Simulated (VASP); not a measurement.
Given:

```
CELL_PARAMETERS angstrom
      6.62028     0.00000     0.00000
      0.00000     6.62028     0.00000
      0.00000     0.00000     6.62028
ATOMIC_POSITIONS crystal
  Ge 0.00000 0.00000 0.00000
  Ge 0.50000 0.50000 0.00000
  Ge 0.00000 0.50000 0.50000
  Ge 0.50000 0.00000 0.50000
  Se 0.39544 0.39544 0.39544
  Se 0.89544 0.10456 0.60456
  Se 0.60456 0.89544 0.10456
  Se 0.10456 0.60456 0.89544
  Se 0.60456 0.60456 0.60456
  Se 0.10456 0.89544 0.39544
  Se 0.39544 0.10456 0.89544
  Se 0.89544 0.39544 0.10456
```

Calculation: PBEsol GGA, VASP's PBE PAW potentials (set 64) (plane waves; VASP). Run with 400 eV cut-off, 5×5×5 Γ-centred mesh, tetrahedra with Blöchl corrections, potentials Ge_d Se.

The cores are frozen, which limits the accuracy of field gradients.

Q: Give the principal components of the electric field gradient (V/Å²) and the asymmetry η at each nucleus.

A: 
| atom | Vxx | Vyy | Vzz | η |
|---|---|---|---|---|
| Ge1 | -0.8 | -0.8 | 1.7 | 0.00 |
| Ge2 | -0.8 | -0.8 | 1.7 | 0.00 |
| Ge3 | -0.8 | -0.8 | 1.7 | 0.00 |
| Ge4 | -0.8 | -0.8 | 1.7 | 0.00 |
| Se5 | -197.2 | -197.2 | 394.4 | 0.00 |
| Se6 | -197.2 | -197.2 | 394.4 | 0.00 |
| Se7 | -197.2 | -197.2 | 394.4 | 0.00 |
| Se8 | -197.2 | -197.2 | 394.4 | 0.00 |
| Se9 | -197.2 | -197.2 | 394.4 | 0.00 |
| Se10 | -197.2 | -197.2 | 394.4 | 0.00 |
| Se11 | -197.2 | -197.2 | 394.4 | 0.00 |
| Se12 | -197.2 | -197.2 | 394.4 | 0.00 |

The structure was generated: GeSe2 was put into the pyrite type (Pa-3), which need not be its known phase. It was relaxed first, which changed the volume by +24 %.
